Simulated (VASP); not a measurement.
```
CELL_PARAMETERS angstrom
      3.03770     0.00000     0.00000
     -1.51885     2.63073     0.00000
      0.00000     0.00000     5.69203
ATOMIC_POSITIONS crystal
  Fe 0.33333 0.66667 0.02083
  Fe 0.66667 0.33333 0.52083
  O  0.33333 0.66667 0.35417
  O  0.66667 0.33333 0.85417
```
Starting moments (μB, in the order of the record's atoms Fe Fe O O): 3.6 3.6 0.3 0.3.

Level of theory: PBEsol GGA, VASP's PBE PAW potentials (set 64) (plane waves; VASP 6.6.1). Run with 520 eV cut-off, 13×13×6 Γ-centred mesh, tetrahedra with Blöchl corrections, potentials Fe O.

The cores are frozen, which limits the accuracy of field gradients. The moments were started parallel, and other spin orders were not tried in this run.

### Question
Give the principal components of the electric field gradient (V/Å²) and the asymmetry η at each nucleus.

### Answer

| atom | Vxx | Vyy | Vzz | η |
|---|---|---|---|---|
| Fe1 | 10.9 | 10.9 | -21.8 | 0.00 |
| Fe2 | 10.9 | 10.9 | -21.8 | 0.00 |
| O3 | -9.0 | -9.0 | 18.0 | 0.00 |
| O4 | -9.0 | -9.0 | 18.0 | 0.00 |

The structure was generated: FeO was put into the wurtzite type (P6_3mc), which need not be its known phase. It was relaxed first.
